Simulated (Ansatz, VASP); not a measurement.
## GaP in two plane-wave programs

Aim: how closely do two programs agree when they are given the same cell, functional and k mesh? The cell is taken from a series of runs on this material, whose earlier steps may have relaxed, scaled, displaced or heated it; both programs get it as it stands.

Main program and level: Ansatz 0.2.0; plane waves, with VASP 6.6.1 beside it; zone-centre phonons at LDA.

## (1) Starting point

The structure is cubic, space group F-43m (No. 216). The conventional cell has a = 5.391 Å, b = 5.391 Å, c = 5.391 Å, α = 90.00°, β = 90.00°, γ = 90.00°. Nearest to P lie 4 Ga at 2.33 Å. Nearest to Ga lie 4 P at 2.33 Å. Farther neighbours are not listed.

## (2) Ansatz: zone-centre phonons, LDA

Ansatz runs on its PAW soft_1 files.

Second derivatives magnify differences that forces hide, and they need a tight electronic threshold.

The input, input.yaml:

```yaml
crystal:
  lattice:
    - [0.0, 2.6957056919, 2.6957056919]
    - [2.6957056919, 0.0, 2.6957056919]
    - [2.6957056919, 2.6957056919, 0.0]
  atoms:
    - { symbol: P, position: [0.75, 0.75, 0.75] }
    - { symbol: Ga, position: [0.0, 0.0, 0.0] }
total_charge: -0.058768
kpoints:
  mp_grid: { grid: [30, 30, 30] }
hamiltonian:
  xc: lda
  pseudopotentials: { kind: paw, azcp: { folder: soft_1 }, xc_functional: pbe }
scf:
  occupations: { method: fermi_dirac, width: 0.03 }
output:
  eigenvalues: true
phonons:
  method: dfpt
```

Run with:

```sh
ansatz run input.yaml --threads 8 --pin off --max-ram 16384MiB --backend cpu --events-out ev --progress --plain --runs-dir out
```

Numbers of over 12 decimals in the logs are rounded to 6 here.

The program printed:

```text
zone centre: on kpoints.mp_grid the ground state, and the responses unless they are solved on pairs of k-points, stand on 1992 of the mesh's 27000 k-points, reduced under 8 symmetry operations, with k and −k counted as one. Each operation leaves every solved displacement unchanged or reverses it
Engine: ansatz 0.2.0, aarch64-unknown-linux-gnu
Pseudopotentials: kind: paw
Pseudopotential: P, paw, valence charge 5, recommended cutoff 420 eV (normal), soft_1/P.paw.azcp
Pseudopotential: Ga, paw, valence charge 13, recommended cutoff 420 eV (normal), soft_1/Ga.paw.azcp
Functional definition: SPW92
  exchange = slater_x
  correlation = pw_c
Crystal: 2 atoms, lattice volume = 39.178 Å³
Basis set: ecut = 420 eV, 749 PW (Γ), exchange–correlation on 54×54×54 points (8 copies of the dense FFT grid, shifted against one another)
Bands: 14, of which v1, the nominal top of the filled ones, is band 9 counted from 1 (8 counted from 0)
Symmetry: 24 space group operations
k-points: 1992 of 27000 (irreducible under 8 space group operations, time reversal used)
Non-local potential: P, projectors of the file, l = 0: 2, l = 1: 2, l = 2: 1
Non-local potential: Ga, projectors of the file, l = 0: 2, l = 1: 2, l = 2: 3, l = 3: 1
PAW form: soft (Blöchl's): semilocal exchange-correlation on the pseudo side does not see the compensation charge
PAW frozen core: P, regenerated for the run's functional, and the local potential with it (the file was generated under x = pbe(κ = 0.804, μ = 0.219515), c = pbe(β = 0.066725))
PAW frozen core: Ga, regenerated for the run's functional, and the local potential with it (the file was generated under x = pbe(κ = 0.804, μ = 0.219515), c = pbe(β = 0.066725))
PAW one-centre angular grid: P, 110 points (default); XC on 64 Gauss nodes
PAW one-centre angular grid: Ga, 590 points (default); XC on 64 Gauss nodes
Initial density: superposition of atomic densities (chi_scale 0.1, normalization cell, long waves kept (reshape's long-wave potential 0.00 eV rms))
Initial wavefunctions: pseudopotential atomic-orbital guess
Functional: x = slater, c = lda
SCF iter   1: F=—  HF=-4433.434100 eV  |F-HF|=—  |Δ(HF+E_count)|=         —  Δρ=4.12e-2  dr2=6.50e-1  ethr=3.10e-3  ⟨swp⟩=6.5  Hψ=190549  notcnv=0
preconditioner: auto → Kerker (q_TF=auto, 2.398 Å⁻¹)  [metal: Δε(μ)=0.006 eV  Ē_g=16.016 eV  σ=0.030 eV  W_gap=0.05  n_scr=14 (ndim 8)  ℏωp=25.2 eV  f_vac=0.000  D(μ)=0.39/eV (n_scr^D=0)]
SCF iter   2: F=—  HF=-4433.308655 eV  |F-HF|=—  |Δ(HF+E_count)|=   1.25e-1  Δρ=2.61e-2  dr2=2.31e-1  ethr=3.10e-3  ⟨swp⟩=2.0  Hψ=52577  notcnv=0  defer=1179
SCF iter   3: F=—  HF=-4433.277298 eV  |F-HF|=—  |Δ(HF+E_count)|=   3.14e-2  Δρ=7.46e-3  dr2=2.29e-2  ethr=1.28e-3  ⟨swp⟩=2.0  Hψ=53392  notcnv=0  defer=1179
SCF iter   4: F=—  HF=-4433.256424 eV  |F-HF|=—  |Δ(HF+E_count)|=   2.09e-2  Δρ=3.02e-3  dr2=5.76e-3  ethr=1.27e-4  ⟨swp⟩=2.6  Hψ=54821  notcnv=0  defer=1179
SCF iter   5: F=—  HF=-4433.255402 eV  |F-HF|=—  |Δ(HF+E_count)|=   1.02e-3  Δρ=1.09e-3  dr2=4.72e-4  ethr=3.19e-5  ⟨swp⟩=3.0  Hψ=53282  notcnv=0  defer=1179
SCF iter   6: F=—  HF=-4433.255536 eV  |F-HF|=—  |Δ(HF+E_count)|=   1.34e-4  Δρ=2.82e-4  dr2=2.81e-5  ethr=2.61e-6  ⟨swp⟩=3.0  Hψ=47847  notcnv=0  defer=1179
SCF iter   7: F=—  HF=-4433.255537 eV  |F-HF|=—  |Δ(HF+E_count)|=   8.44e-7  Δρ=4.30e-5  dr2=2.98e-7  ethr=1.56e-7  ⟨swp⟩=2.6  Hψ=45880  notcnv=0  defer=1179
SCF iter   8: F=—  HF=-4433.255537 eV  |F-HF|=—  |Δ(HF+E_count)|=   4.51e-7  Δρ=1.01e-5  dr2=2.34e-8  ethr=1.65e-9  ⟨swp⟩=2.0  Hψ=45901  notcnv=0  defer=1179
SCF iter   9: F=—  HF=-4433.255537 eV  |F-HF|=—  |Δ(HF+E_count)|=   1.56e-8  Δρ=1.35e-6  dr2=8.95e-10  ethr=1.29e-10  ⟨swp⟩=2.3  Hψ=33385  notcnv=0  defer=1179
SCF iter  10: F=—  HF=-4433.255537 eV  |F-HF|=—  |Δ(HF+E_count)|=  2.32e-10  Δρ=3.97e-7  dr2=1.14e-10  ethr=4.96e-12  ⟨swp⟩=1.8  Hψ=33478  notcnv=0  defer=1179
SCF iter  11: F=-4433.255537 eV  HF=-4433.255537 eV  |F-HF|=0.00e0  |Δ(HF+E_count)|=  1.55e-11  Δρ=7.85e-8  dr2=1.90e-12  ethr=1.00e-12  ⟨swp⟩=8.9  Hψ=169229  notcnv=0
SCF 1 converged in 11 iterations: F = -4433.255537 eV  dr2 = 1.90e-12
  greatest PAW one-centre occupation: 0.994 electrons in one spin orbital (limit 2), on the Ga atom at site 1 (counted from 0), in its partial waves of l = 2
DFPT response loops at Γ: preconditioner auto → Kerker (q_TF=auto, 2.398 Å⁻¹) (partly filled bands, converged f_vac=0.000); β = 1.00, the filter's whole step (`scf.mixing.beta` (0.50) is not read by the response loops under this deck's `scf.mixing.preconditioner`; to damp them name `kerker` or `kerker_dos`, under which they read `scf.mixing.beta`, and type it under 1.00, their step now; both keys bind the ground state too); Broyden in place of MSR1
SCF converged after 11 iterations
Free energy (F): -4433.255537 eV
Harris-Foulkes:  -4433.255537 eV  (|F-HF|=0.00e0)
Internal energy: -4433.254489 eV  (E = F + TS)
E sigma→0 (E₀):  -4433.255013 eV
Entropy (-TS):   -0.001048 eV (-0.524 meV/atom)
Fermi energy:    8.907003 eV
--- Per-component energies (eV) ---
  E_band       = -58.337022
  E_kinetic    = 182.807176
  E_local      = -1658.328321  (includes V_loc(G=0)·N_el)
  E_nonlocal   = -57.220957
  E_hartree    = 1006.253139
  E_xc         = -136.516004
  E_vxc        = -119.315384  (∫ρ·V_xc dr)
  E_paw        = -2445.063945  (= ΣΔE_a)
  E_vpaw       = -418.785659  (= ΣTr[D̂ρ^β])
  E_aug_tail   = -0.000182  (compensation charges beyond the density's cutoff)
  E_ewald      = -1327.031227
  E_core_change = 1.845833  (= ΣΔE_core)
  E_smearing   = -0.001048  (= −TS)
  E_closure    = -0.000000  (closes the sum)
  E_deformation_potential = -0.817874  (in the stress; not in F)
  Σ components = -4433.255537   (vs F -4433.255537, Δ=0.00e0)
--- Band table (eV; the first three rows and the last of 1992) ---
  k-point 0: bands = [... 5 lower, -5.5448, 7.2254, 7.2254, 7.2254, 9.1043, 11.0002, 11.0002, 11.0002, ... 1 higher]
  k-point 1: bands = [... 5 lower, -5.5295, 7.0307, 7.2052, 7.2052, 9.2362, 11.0226, 11.0307, 11.0307, ... 1 higher]
  k-point 2: bands = [... 5 lower, -5.4841, 6.5723, 7.1474, 7.1474, 9.4828, 11.1180, 11.1180, 11.1208, ... 1 higher]
  k-point 1991: bands = [... 5 lower, -2.2828, 0.4404, 3.4512, 3.5925, 11.7143, 12.0100, 13.3389, 13.3858, ... 1 higher]
--- Phonons (Γ-DFPT): 2 representative perturbations + reference, on 1992 of 27000 k-points (Σ response iterations 6) ---
  k mesh reduced under 8 symmetry operations, with k and −k counted as one. Each operation leaves every solved displacement unchanged or reverses it
  ASR residual: 6.171e-5 → 0.000e0 eV/Å²; symmetrization residual: 2.334e-6 eV/Å²
  ASR residual per site (eV/Å²): 3.42e-5 6.17e-5
  Γ frequencies (cm⁻¹): 0.00 0.00 0.00 351.31 351.31 351.31
  non-analytic LO–TO correction: not included (Born effective charges unavailable; polar crystals: no LO–TO splitting at Γ)
```

## (3) VASP: zone-centre phonons, LDA

The same cell, functional (in two slightly different forms), mesh and smearing now go to VASP, with its own data sets.

Lines of VASP's logs that name or quote its potential files are left out, and so is its time.

The input, INCAR:

```
SYSTEM = GaP
PREC = Accurate
ENCUT = 500
EDIFF = 1E-08
NELM = 120
ISMEAR = -1
SIGMA = 0.03
LREAL = .FALSE.
ALGO = Normal
GGA = CA
NELECT = 18.058768
NBANDS = 15
LORBIT = 11
LWAVE = .FALSE.
LCHARG = .FALSE.
ISIF = 2
IBRION = 8
LASPH = .TRUE.
GGA_COMPAT = .FALSE.
KPAR = 2
```

The input, POSCAR:

```
GaP
1.0
    0.0000000000      2.6957056919      2.6957056919
    2.6957056919      0.0000000000      2.6957056919
    2.6957056919      2.6957056919      0.0000000000
P Ga
1 1
Direct
    0.7500000000      0.7500000000      0.7500000000
    0.0000000000      0.0000000000      0.0000000000
```

The input, KPOINTS:

```
Automatic mesh
0
Gamma
30 30 30
0 0 0
```

Potentials, in the order of the species: P and Ga_d (LDA family, release 64).

Run with:

```sh
mpirun -np 2 vasp_std
```

The program printed:

```text
[banner, memory and clock lines left out]
running    2 mpi-ranks, on    1 nodes
 distrk:  each k-point on    1 cores,    2 groups
 distr:  one band on    1 cores,    1 groups

 POSCAR found type information on POSCAR P Ga
 POSCAR found :  2 types and       2 ions
 LDA part: xc-table for (Slater(with rela. corr.)+CA(PZ))
 , standard interpolation
 POSCAR, INCAR and KPOINTS ok, starting setup
 FFT: planning ... GRIDC
 FFT: planning ... GRID_SOFT
 FFT: planning ... GRID
 WAVECAR not read
 entering main loop
       N       E                     dE             d eps       ncg     rms          rms(c)
DAV:   1     0.788459427124E+02    0.78846E+02   -0.89993E+03 23300   0.171E+03
DAV:   2    -0.430874564190E+01   -0.83155E+02   -0.79501E+02 25619   0.314E+02
DAV:   3    -0.103151259207E+02   -0.60064E+01   -0.59810E+01 27866   0.680E+01
DAV:   4    -0.104147427929E+02   -0.99617E-01   -0.99580E-01 28310   0.948E+00
DAV:   5    -0.104167522437E+02   -0.20095E-02   -0.20093E-02 29275   0.117E+00BRMIX: very serious problems
 the old and the new charge density differ
 old charge density:    18.00000 new   18.05877
BRMIX: very serious problems
 the old and the new charge density differ
 old charge density:    18.00000 new   18.05877
    0.453E+00
DAV:   6    -0.101315032098E+02    0.28525E+00   -0.39450E-01 35053   0.110E+01    0.293E+00
DAV:   7    -0.100818333792E+02    0.49670E-01   -0.92504E-02 30360   0.228E+00    0.108E+00
DAV:   8    -0.100770515729E+02    0.47818E-02   -0.11999E-02 28886   0.128E+00    0.200E-01
DAV:   9    -0.100770033522E+02    0.48221E-04   -0.99687E-04 33723   0.418E-01    0.642E-02
DAV:  10    -0.100770016492E+02    0.17030E-05   -0.53633E-05 35439   0.974E-02    0.266E-02
DAV:  11    -0.100770064638E+02   -0.48145E-05   -0.99442E-06 29120   0.515E-02    0.769E-03
DAV:  12    -0.100770062369E+02    0.22690E-06   -0.62316E-07 30322   0.975E-03    0.499E-03
DAV:  13    -0.100770062147E+02    0.22118E-07   -0.20625E-07 29925   0.486E-03    0.845E-04
DAV:  14    -0.100770062141E+02    0.64028E-09   -0.99760E-09 19259   0.132E-03
   1 F= -.10077006E+02 E0= -.10076492E+02  d E =-.102807E-02
 Linear response reoptimize wavefunctions to high precision
DAV:   1    -0.100770062143E+02   -0.16826E-09   -0.22728E-09 25512   0.515E-04
DAV:   2    -0.100770062143E+02   -0.24556E-10   -0.24110E-10 14990   0.141E-04
 Linear response DOF=           2
 Linear response progress:
  Degree of freedom:   1/  2
       N       E                     dE             d eps       ncg     rms          rms(c)
RMM:   1    -0.508914385599E-01   -0.50891E-01    0.62549E-03262312   0.183E+00
RMM:   2    -0.474670250218E-01    0.34244E-02   -0.61716E-03204651   0.549E-01    0.121E-01
RMM:   3    -0.475501063597E-01   -0.83081E-04   -0.53962E-04226196   0.179E-01    0.582E-02
RMM:   4    -0.478365546187E-01   -0.28645E-03   -0.84210E-05219894   0.668E-02    0.117E-02
RMM:   5    -0.478473770559E-01   -0.10822E-04   -0.10916E-05237463   0.228E-02    0.673E-03
RMM:   6    -0.478306104474E-01    0.16767E-04   -0.18030E-06221455   0.806E-03    0.399E-03
RMM:   7    -0.478315336528E-01   -0.92321E-06   -0.86954E-08232622   0.314E-03    0.503E-04
RMM:   8    -0.478290950735E-01    0.24386E-05   -0.14138E-08226517   0.109E-03    0.195E-04
RMM:   9    -0.478287702619E-01    0.32481E-06    0.64876E-09236252   0.330E-04    0.376E-05
RMM:  10    -0.478289094966E-01   -0.13923E-06   -0.45101E-09225981   0.116E-04    0.577E-06
RMM:  11    -0.478288922606E-01    0.17236E-07   -0.38809E-09232891   0.463E-05    0.685E-06
RMM:  12    -0.478288982195E-01   -0.59589E-08   -0.69492E-09220471   0.217E-05    0.750E-07
 first order change of Fermi-energy  -0.15739E-04
 force on displaced ion       1 direction 1 :  -9.732  -0.000  -0.000
 Linear response progress:
  Degree of freedom:   2/  2
       N       E                     dE             d eps       ncg     rms          rms(c)
RMM:   1    -0.167139755109E+00   -0.16714E+00    0.12204E-01141073   0.876E+00
RMM:   2    -0.165062696322E+00    0.20771E-02   -0.26498E-02217584   0.145E+00    0.530E-02
RMM:   3    -0.165536669877E+00   -0.47397E-03   -0.39592E-03227295   0.433E-01    0.402E-02
RMM:   4    -0.165443427201E+00    0.93243E-04   -0.12900E-03239095   0.166E-01    0.144E-02
RMM:   5    -0.165429564517E+00    0.13863E-04   -0.49158E-05237450   0.409E-02    0.522E-03
RMM:   6    -0.165432875280E+00   -0.33108E-05   -0.99319E-06234360   0.146E-02    0.921E-04
RMM:   7    -0.165431896399E+00    0.97888E-06   -0.37040E-06236974   0.580E-03    0.123E-04
RMM:   8    -0.165430775349E+00    0.11211E-05   -0.16655E-06239975   0.241E-03    0.489E-05
RMM:   9    -0.165430515864E+00    0.25948E-06   -0.11226E-06240562   0.102E-03    0.280E-05
RMM:  10    -0.165430335694E+00    0.18017E-06   -0.41109E-07241394   0.453E-04    0.968E-06
RMM:  11    -0.165430332188E+00    0.35052E-08   -0.27560E-07242209   0.211E-04    0.514E-06
RMM:  12    -0.165430254059E+00    0.78129E-07   -0.11047E-07237553   0.103E-04    0.253E-06
RMM:  13    -0.165430278274E+00   -0.24215E-07   -0.73189E-08239952   0.550E-05    0.135E-06
RMM:  14    -0.165430264361E+00    0.13913E-07   -0.38953E-08229843   0.314E-05    0.353E-07
RMM:  15    -0.165430260989E+00    0.33719E-08   -0.23725E-08204086   0.208E-05    0.108E-07
 first order change of Fermi-energy   0.48133E-04
 force on displaced ion       2 direction 1 :  -9.739  -0.000  -0.000
 Linear response finished
```

Parts of OUTCAR (step 3):

```text
NELECT = 18.058768

 ion  position               nearest neighbor table
   1  0.750  0.750  0.750-   2 2.33   2 2.33   2 2.33   2 2.33
   2  0.000  0.000  0.000-   1 2.33   1 2.33   1 2.33   1 2.33

  LATTYP: Found a face centered cubic cell.
 ALAT       =     5.3914113838

 Subroutine GETGRP returns: Found 24 space group operations
 (whereof 24 operations were pure point group operations)

The static configuration has the point symmetry T_d .

 Found    752 irreducible k-points:

   k-points           NKPTS =    752   k-points in BZ     NKDIM =    752   number of bands    NBANDS=     15

   dimension x,y,z NGX =    28 NGY =   28 NGZ =   28
   dimension x,y,z NGXF=    56 NGYF=   56 NGZF=   56

   ENCUT  =  500.0 eV  36.75 Ry    6.06 a.u.   6.95  6.95  6.95*2*pi/ulx,y,z

 k-points in reciprocal lattice and weights: Automatic mesh
   0.00000000  0.00000000  0.00000000       0.000
   0.03333333  0.00000000  0.00000000       0.000
   0.06666667  0.00000000  0.00000000       0.000
   0.10000000  0.00000000  0.00000000       0.000
   0.13333333  0.00000000  0.00000000       0.000
   0.16666667  0.00000000  0.00000000       0.000
   0.20000000  0.00000000  0.00000000       0.000
   0.23333333  0.00000000  0.00000000       0.000
   0.26666667  0.00000000  0.00000000       0.000
[...]
-0.26666667  0.46666667  0.23333333       0.001
  -0.26666667  0.50000000  0.23333333       0.000

 average (electrostatic) potential at core
       1 -84.3246       2 -66.2690

  Total        0.5721907      0.5721907      0.5721907     -0.0000000      0.0000000     -0.0000000
  in kB       23.3993594     23.3993594     23.3993594     -0.0000000      0.0000000     -0.0000000
  external PRESSURE =      23.3993594 kB  Pullay stress =       0.0000000 kB

  energy-cutoff  :      500.00
  volume of cell :       39.18
      direct lattice vectors                 reciprocal lattice vectors
     0.000000000  2.695705692  2.695705692    -0.185480189  0.185480189  0.185480189
     2.695705692  0.000000000  2.695705692     0.185480189 -0.185480189  0.185480189
     2.695705692  2.695705692  0.000000000     0.185480189  0.185480189 -0.185480189

 POSITION                                       TOTAL-FORCE (eV/Angst)
 -----------------------------------------------------------------------------------
      4.04356      4.04356      4.04356         0.000000      0.000000      0.000000
      0.00000      0.00000      0.00000        -0.000000     -0.000000     -0.000000
 -----------------------------------------------------------------------------------
    total drift:                               -0.000000     -0.000000     -0.000000

 Eigenvectors and eigenvalues of the dynamical matrix
 ----------------------------------------------------

   1 f  =   10.532303 THz    66.176413 2PiTHz  351.319820 cm-1    43.558087 meV
             X         Y         Z           dx          dy          dz
      4.043559  4.043559  4.043559     0.325631    0.765652    0.000000
      0.000000  0.000000  0.000000    -0.217112   -0.510494   -0.000000

   2 f  =   10.532303 THz    66.176413 2PiTHz  351.319820 cm-1    43.558087 meV
             X         Y         Z           dx          dy          dz
      4.043559  4.043559  4.043559     0.765652   -0.325631   -0.000000
      0.000000  0.000000  0.000000    -0.510494    0.217112   -0.000000

   3 f  =   10.532303 THz    66.176413 2PiTHz  351.319820 cm-1    43.558087 meV
             X         Y         Z           dx          dy          dz
      4.043559  4.043559  4.043559     0.000000    0.000000    0.832021
      0.000000  0.000000  0.000000     0.000000    0.000000   -0.554745

   4 f/i=    0.001663 THz     0.010447 2PiTHz    0.055461 cm-1     0.006876 meV
             X         Y         Z           dx          dy          dz
      4.043559  4.043559  4.043559     0.004306   -0.052727   -0.552216
      0.000000  0.000000  0.000000     0.006458   -0.079082   -0.828229

   5 f/i=    0.001663 THz     0.010447 2PiTHz    0.055461 cm-1     0.006876 meV
             X         Y         Z           dx          dy          dz
      4.043559  4.043559  4.043559     0.021377   -0.551807    0.052855
      0.000000  0.000000  0.000000     0.032062   -0.827615    0.079273

   6 f/i=    0.001663 THz     0.010447 2PiTHz    0.055461 cm-1     0.006876 meV
             X         Y         Z           dx          dy          dz
      4.043559  4.043559  4.043559     0.554316    0.021690    0.002251
      0.000000  0.000000  0.000000     0.831377    0.032532    0.003377

 ELASTIC MODULI CONTR FROM IONIC RELAXATION (kBar)
 Direction    XX          YY          ZZ          XY          YZ          ZX
 --------------------------------------------------------------------------------
 XX          -0.0000     -0.0000     -0.0000      0.0000      0.0000      0.0000
 YY          -0.0000     -0.0000     -0.0000      0.0000      0.0000      0.0000
 ZZ          -0.0000     -0.0000     -0.0000      0.0000      0.0000      0.0000
 XY           0.0000      0.0000      0.0000   -373.4417      0.0000      0.0000
 YZ           0.0000      0.0000      0.0000      0.0000   -373.4417      0.0000
 ZX           0.0000      0.0000      0.0000      0.0000      0.0000   -373.4417
 --------------------------------------------------------------------------------
```

The cell is charged against a uniform background.

## (4) Comparison

Known differences besides the potentials themselves: the two LDA forms differ slightly; the cutoff is 420 eV in Ansatz and 500 eV in VASP; VASP's log shows a relativistic correction to its local exchange, Ansatz's none. Total energies have different zeros and are not compared.

Both answers:

```csv
quantity,Ansatz,VASP,difference
optical mode 1 to 3 (cm⁻¹),351.3,351.3,+0.00 %
```

Modes are paired by rising frequency, not by their patterns, so a pair may set unlike modes beside each other; they are those without the splitting of longitudinal modes. The cell carries a charge of -0.058768 e against a uniform background, so its pressure also hangs on how the neutralising background is counted, and in a defect's cell a gap may be the spacing between its levels.

## (5) Summary of results

| Item | Value |
| --- | --- |
| r.m.s. difference of the optical zone-centre modes, each program's sorted by frequency (zone-centre phonons, LDA) | 0.0098 cm⁻¹ |

What this shows: The r.m.s. difference of the optical zone-centre modes, each program's sorted by frequency is 0.0098 cm⁻¹ (zone-centre phonons, LDA). Such differences can come from data sets, numerical settings and the points named under the comparisons, not from the functional's error against experiment.

[Lines on the potential files, build, host, timing and source positions are cut from VASP's logs without a mark.]

[Logs are printed without paths, hosts, clocks, repeated set-up lines and the standing remarks that a program may print on its own settings, such as how far it seeks lower states.]

[Hosts, paths, dates, database ids (printed as entryN), source tags and the programs' standing remarks are cut or masked in the printed files.]
